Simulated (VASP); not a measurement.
Consider the following.

```
Te
1.0
    2.23000    -3.86247     0.00000
    2.23000     3.86247     0.00000
    0.00000     0.00000     5.93000
Te
3
Direct
  0.00000   0.26300   0.66667
  0.73700   0.73700   0.00000
  0.26300   0.00000   0.33333
```

Computed with PBE GGA, VASP's PBE PAW potentials (set 64) (plane waves; VASP). Run with 400 eV cut-off, 5×5×4 Γ-centred mesh, Gaussian smearing of 0.050 eV, potentials Te.

Task: What does the run give for the energy per atom (σ→0), pressure, largest force?

Result: 
```yaml
energy per atom (σ→0): -302.3 kJ/mol of atoms
pressure: 20.0 kbar
largest_force: 0.310 eV/Å
```

The absolute energy has meaning only against runs of the same code, potentials and settings.

The compound is Te in the trig structure. The cell was not relaxed at this level.
